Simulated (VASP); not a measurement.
# Sn3P2 (Im-3m) in VASP: relaxation of cell and atoms with PBE

Aim: the relaxation of cell and atoms of Sn3P2 with PBE.

Everything below comes from runs of VASP 6.6.1. Logs are shortened: lines on timing, memory, paths and dates and some standing lists are left out, and cuts for length are marked.

## 1. The crystal as given

The structure is cubic, space group Im-3m (No. 229). Conventional cell: a = 8.220 Å, b = 8.220 Å, c = 8.220 Å, α = 90.00°, β = 90.00°, γ = 90.00°. Sn (site symmetry -4m2) is surrounded by 4 Sn at 2.91 Å and 4 P at 2.91 Å. P (site symmetry -3m) has 6 Sn at 2.91 Å as nearest neighbours.

The cell was built by a generator and needn't be a form met in nature.

## 2. Relaxation of cell and atoms, PBE

The input, INCAR:

```
SYSTEM = Sn3P2
PREC     = Normal         ! precision mode
ENCUT    = 520            ! plane-wave cutoff, eV
EDIFF    = 1E-4           ! SCF threshold, eV
ISMEAR   = 0              ! smearing method
SIGMA    = 0.15           ! smearing width, eV
LREAL    = Auto         
LASPH    = .True.         ! aspherical terms in the spheres
NELM     = 60             ! most SCF steps
ALGO     = Fast           ! electronic algorithm
ISIF     = 3              ! what is computed and relaxed
LWAVE    = .False.        ! write WAVECAR
LCHARG   = .False.        ! write CHGCAR
GGA      = PE             ! functional
IBRION   = 2              ! ionic algorithm
NSW      = 24             ! ionic steps
EDIFFG   = -0.08          ! ionic threshold
```

The input, KPOINTS:

```
Automatic mesh
0
Gamma
  3 3 3
  0 0 0
```

The input, POSCAR:

```
Sn3P2
1.0
   -4.1102305300      4.1102305300      4.1102305300
    4.1102305300     -4.1102305300      4.1102305300
    4.1102305300      4.1102305300     -4.1102305300
Sn P
6 4
Direct
    0.5000000000      0.7500000000      0.2500000000
    0.5000000000      0.2500000000      0.7500000000
    0.2500000000      0.5000000000      0.7500000000
    0.7500000000      0.5000000000      0.2500000000
    0.7500000000      0.2500000000      0.5000000000
    0.2500000000      0.7500000000      0.5000000000
    0.5000000000      0.5000000000      0.5000000000
    0.0000000000      0.0000000000      0.5000000000
    0.0000000000      0.5000000000      0.0000000000
    0.5000000000      0.0000000000      0.0000000000
```

Potentials or basis: VASP PAW PBE potentials, release 64 (Sn_d, P).

Run with:

```bash
cat potpaw_PBE.64/Sn_d/POTCAR potpaw_PBE.64/P/POTCAR > POTCAR
mpirun -np 1 vasp_std > vasp.out
```

OUTCAR:

```text
SYSTEM = Sn3P2
   PREC = Normal
   ENCUT = 520
   EDIFF = 1E-4
   ISMEAR = 0
   LREAL = Auto
   LASPH = .True.
   NELM = 60
   ISIF = 3
   GGA = PE
   IBRION = 2
   NSW = 24
   EDIFFG = -0.08

 ion  position               nearest neighbor table
   1  0.500  0.750  0.250-   4 2.91   6 2.91   7 2.91  10 2.91   3 2.91   5 2.91   8 2.91   9 2.91

   2  0.500  0.250  0.750-   3 2.91   4 2.91   5 2.91   7 2.91  10 2.91   9 2.91   6 2.91   8 2.91

   3  0.250  0.500  0.750-   1 2.91   2 2.91   6 2.91   7 2.91   9 2.91  10 2.91   8 2.91   5 2.91
[... 7 lines left out ...]
   7  0.500  0.500  0.500-   1 2.91   2 2.91   3 2.91   4 2.91   5 2.91   6 2.91
   8  0.000  0.000  0.500-   5 2.91   6 2.91   2 2.91   3 2.91   4 2.91   1 2.91
   9  0.000  0.500  0.000-   3 2.91   4 2.91   6 2.91   5 2.91   1 2.91   2 2.91
  10  0.500  0.000  0.000-   1 2.91   2 2.91   5 2.91   6 2.91   4 2.91   3 2.91

  LATTYP: Found a body centered cubic cell.
 ALAT       =     8.2204610600

  Lattice vectors:

 A1 = (  -4.1102305300,   4.1102305300,   4.1102305300)
 A2 = (   4.1102305300,  -4.1102305300,   4.1102305300)
 A3 = (   4.1102305300,   4.1102305300,  -4.1102305300)

Analysis of symmetry for initial positions (statically):
=====================================================================
 Subroutine PRICEL returns:
 Original cell was already a primitive cell.

 Routine SETGRP: Setting up the symmetry group for a
 body centered cubic supercell.

 Subroutine GETGRP returns: Found 48 space group operations
 (whereof 48 operations were pure point group operations)
 out of a pool of 48 trial point group operations.

The static configuration has the point symmetry O_h .

Analysis of symmetry for dynamics (positions and initial velocities):
=====================================================================
 Subroutine PRICEL returns:
 Original cell was already a primitive cell.

 Routine SETGRP: Setting up the symmetry group for a
 body centered cubic supercell.

 Subroutine GETGRP returns: Found 48 space group operations
 (whereof 48 operations were pure point group operations)
 out of a pool of 48 trial point group operations.

The dynamic configuration has the point symmetry O_h .

 Subroutine INISYM returns: Found 48 space group operations
 (whereof 48 operations are pure point group operations),
 and found     1 'primitive' translations

----------------------------------------------------------------------------------------

                                     Primitive cell

  volume of cell :     277.7529

  direct lattice vectors                    reciprocal lattice vectors
    -4.110230530  4.110230530  4.110230530     0.000000000  0.121647678  0.121647678
     4.110230530 -4.110230530  4.110230530     0.121647678  0.000000000  0.121647678
     4.110230530  4.110230530 -4.110230530     0.121647678  0.121647678  0.000000000
[... 70 lines left out ...]
   PREC   = normal    normal or accurate (medium, high low for compatibility)
   ISTART =      0    job   : 0-new  1-cont  2-samecut
   ICHARG =      2    charge: 1-file 2-atom 10-const
   ISPIN  =      1    spin polarized calculation?
   LNONCOLLINEAR =      F non collinear calculations
   LSORBIT =      F    spin-orbit coupling
   LASPH  =      T    aspherical Exc in radial PAW
   ENCUT  =  520.0 eV  38.22 Ry    6.18 a.u.  13.24 13.24 13.24*2*pi/ulx,y,z
   NELM   =     60;   NELMIN=  2; NELMDL= -5     # of ELM steps
   EDIFF  = 0.1E-03   stopping-criterion for ELM
   LREAL  =      T    real-space projection
   EDIFFG = -.8E-01   stopping-criterion for IOM
   NSW    =     24    number of steps for IOM
   IBRION =      2    ionic relax: 0-MD 1-quasi-New 2-CG
   NFREE  =      1    steps in history (QN), initial steepest desc. (CG)
   ISIF   =      3    stress and relaxation
   ISYM   =      2    0-nonsym 1-usesym 2-fastsym
   POTIM  = 0.5000    time-step for ionic-motion
   TEBEG  =    0.0;   TEEND  =   0.0 temperature during run
   PSTRESS=    0.0 pullay stress
   NELECT =     104.0000    total number of electrons
   NUPDOWN=      -1.0000    fix difference up-down
   EMIN   =  10.00;   EMAX   =-10.00  energy-range for DOS
   EFERMI =   0.00;   METHOD = LEGACY
   ISMEAR =     0;   SIGMA  =   0.15  broadening in eV -4-tet -1-fermi 0-gaus
   EFERMI_NEDOS =   21; number of points for ismear=-14 and -15
   IALGO  =     68    algorithm
   IMIX   =      4    mixing-type and parameters
     AMIX     =   0.40;   BMIX     =  1.00
     AMIX_MAG =   1.60;   BMIX_MAG =  1.00
  volume/ion in A,a.u.               =      27.78       187.44
  Fermi-wavevector in a.u.,A,eV,Ry     =   1.179958  2.229797 18.943393  1.392300
  Thomas-Fermi vector in A             =   2.316259
   LORBIT       =      0    0 simple, 1 ext, 2 COOP (PROOUT), +10 PAW based schemes
   GGA     = PE    functional components
   LHFCALC =     F    Hartree Fock is set to
   AEXX    =    0.0000 exact exchange contribution
   IVDW    =     0    specifies the selected vdW correction
   LEPSILON=     F    determine dielectric tensor
   LRPA    =     F    only Hartree local field effects (RPA)
 conjugate gradient relaxation of ions
 non-spin polarized calculation
 RMM-DIIS sequential band-by-band and
 Gauss-broadening in eV      SIGMA  =   0.15
  energy-cutoff  :      520.00
  volume of cell :      277.75
 maximum number of plane-waves:      7488
   NGX = 27   NGY = 27   NGZ = 27

--------------------------------------- Ionic step        1  -------------------------------------------

 number of electron     103.9999976 magnetization

 Free energy of the ion-electron system (eV)
  ---------------------------------------------------
  ext. energy  EPLUGINS =         0.00000000
  ---------------------------------------------------
  free energy    TOTEN  =       -38.24806459 eV

  energy without entropy =      -38.04991899  energy(sigma->0) =      -38.14899179

 E-fermi :   5.4203     XC(G=0):  -9.1319

 val. band max:        5.4015920637   @ k =   0.0000   0.0000   0.0000
 cond. band min:       5.4260838770   @ k =   0.3333   0.3333   0.0000
 fundamental gap:      0.0244918133
 Fermi energy:         5.4203142798

 k-point     1 :       0.0000    0.0000    0.0000
  band No.  band energies     occupation
      1     -16.4348      2.00000
      2     -16.4348      2.00000
      3     -16.4348      2.00000
      4     -16.4138      2.00000
      5     -16.3780      2.00000
      6     -16.3780      2.00000
[... 336 lines left out ...]
--------------------------------------- Ionic step        3  -------------------------------------------

 number of electron     104.0000032 magnetization

 Free energy of the ion-electron system (eV)
  ---------------------------------------------------
  ext. energy  EPLUGINS =         0.00000000
  ---------------------------------------------------
  free energy    TOTEN  =       -38.61675254 eV

  energy without entropy =      -38.42970779  energy(sigma->0) =      -38.52323017

 E-fermi :   4.4441     XC(G=0):  -8.7220

 val. band max:        4.3867674308   @ k =   0.0000   0.0000   0.0000
 cond. band min:       4.4664365939   @ k =   0.3333   0.3333   0.0000
 fundamental gap:      0.0796691630
 Fermi energy:         4.4441071226

 k-point     1 :       0.0000    0.0000    0.0000
  band No.  band energies     occupation
      1     -17.2404      2.00000
      2     -17.2404      2.00000
      3     -17.2404      2.00000
      4     -17.2187      2.00000
      5     -17.1964      2.00000
      6     -17.1964      2.00000
[... 286 lines left out ...]
  FREE ENERGIE OF THE ION-ELECTRON SYSTEM (eV)
  ---------------------------------------------------
  free  energy   TOTEN  =       -38.6167525428 eV

  energy  without entropy=      -38.4297077901  energy(sigma->0) =      -38.52323017

 reached required accuracy - stopping structural energy minimisation
```

OSZICAR:

```text
N       E                     dE             d eps       ncg     rms          rms(c)
DAV:   1     0.123916807921E+04    0.12392E+04   -0.48794E+04   524   0.227E+03
DAV:   2     0.181090400545E+03   -0.10581E+04   -0.10379E+04   496   0.659E+02
DAV:   3    -0.230390290217E+02   -0.20413E+03   -0.19963E+03   558   0.228E+02
[... 24 lines left out ...]
RMM:   2    -0.386362523300E+02    0.80532E-01   -0.14435E-01   600   0.306E+00    0.796E-01
RMM:   3    -0.386169628703E+02    0.19289E-01   -0.71621E-02   542   0.196E+00    0.132E-01
RMM:   4    -0.386170615711E+02   -0.98701E-04   -0.81387E-03   634   0.439E-01    0.130E-01
RMM:   5    -0.386168459870E+02    0.21558E-03   -0.15064E-03   601   0.250E-01    0.734E-02
RMM:   6    -0.386167525428E+02    0.93444E-04   -0.53720E-04   402   0.129E-01
   3 F= -.38616753E+02 E0= -.38523230E+02  d E =-.368688E+00
```

CONTCAR:

```text
Sn3P2
   1.00000000000000
    -4.2447519536818490    4.2447519536818490    4.2447519536818490
     4.2447519536818490   -4.2447519536818490    4.2447519536818490
     4.2447519536818490    4.2447519536818490   -4.2447519536818490
  Sn              P
     6     4
Direct
     0.5000000000000000    0.7500000000000000    0.2500000000000000
     0.5000000000000000    0.2500000000000000    0.7500000000000000
     0.2500000000000000    0.5000000000000000    0.7500000000000000
     0.7500000000000000    0.5000000000000000    0.2500000000000000
     0.7500000000000000    0.2500000000000000    0.5000000000000000
     0.2500000000000000    0.7500000000000000    0.5000000000000000
     0.5000000000000000    0.5000000000000000    0.5000000000000000
     0.0000000000000000    0.0000000000000000    0.5000000000000000
     0.0000000000000000    0.5000000000000000    0.0000000000000000
     0.5000000000000000    0.0000000000000000    0.0000000000000000

  0.00000000E+00  0.00000000E+00  0.00000000E+00
  0.00000000E+00  0.00000000E+00  0.00000000E+00
  0.00000000E+00  0.00000000E+00  0.00000000E+00
  0.00000000E+00  0.00000000E+00  0.00000000E+00
  0.00000000E+00  0.00000000E+00  0.00000000E+00
  0.00000000E+00  0.00000000E+00  0.00000000E+00
  0.00000000E+00  0.00000000E+00  0.00000000E+00
  0.00000000E+00  0.00000000E+00  0.00000000E+00
  0.00000000E+00  0.00000000E+00  0.00000000E+00
  0.00000000E+00  0.00000000E+00  0.00000000E+00
```

Wall time 85 s (1 thread of Intel Xeon Platinum 8488C (Sapphire Rapids), shared host); peak memory 0.27 GiB.

Results:

| Property | Result |
| --- | --- |
| Free energy | -38.6168 eV |
| Relaxed volume | 30.59 Å³/atom |
| Relaxed cell | a = 7.352 Å, b = 7.352 Å, c = 7.352 Å, α = 109.47°, β = 109.47°, γ = 109.47° |
| Space group after relaxing (to 0.05 Å) | Im-3m (No. 229) |
| Energy gained by relaxing | 36.9 meV/atom |
| Ionic steps | 3 |
| Pressure after relaxing | 0.1 GPa |
| Band gap on the k mesh | none (metal or under the smearing width) |

The path:
| step | energy change (eV) | largest force (eV/Å) | pressure (GPa) | volume (Å³) |
| --- | --- | --- | --- | --- |
| 1 | 0.0000 | 0.0000 | 4.34 | 277.75 |
| 2 | -0.3640 | 0.0000 | -0.42 | 309.13 |
| 3 | -0.3687 | 0.0000 | 0.14 | 305.93 |

Final structure:
```
Sn P
1.0
    -4.24475    4.24475    4.24475
     4.24475   -4.24475    4.24475
     4.24475    4.24475   -4.24475
Sn P
6 4
Direct
  0.50000 0.75000 0.25000
  0.50000 0.25000 0.75000
  0.25000 0.50000 0.75000
  0.75000 0.50000 0.25000
  0.75000 0.25000 0.50000
  0.25000 0.75000 0.50000
  0.50000 0.50000 0.50000
  0.00000 0.00000 0.50000
  0.00000 0.50000 0.00000
  0.50000 0.00000 0.00000
```

Levels at points of the mesh, in eV from the Fermi level:
```csv
k point,band 47,band 48,band 49,band 50,band 51,band 52,band 53,band 54,band 55,band 56
"(0.00, 0.00, 0.00)",-0.78,-0.78,-0.06,-0.06,-0.06,0.22,0.22,0.52,0.62,0.62
```

Caveat: the k mesh is coarse (spacing up to 0.36 Å⁻¹), so the values aren't converged; the relaxation stopped at a loose force limit of 0.08 eV/Å, so its end isn't a converged minimum.
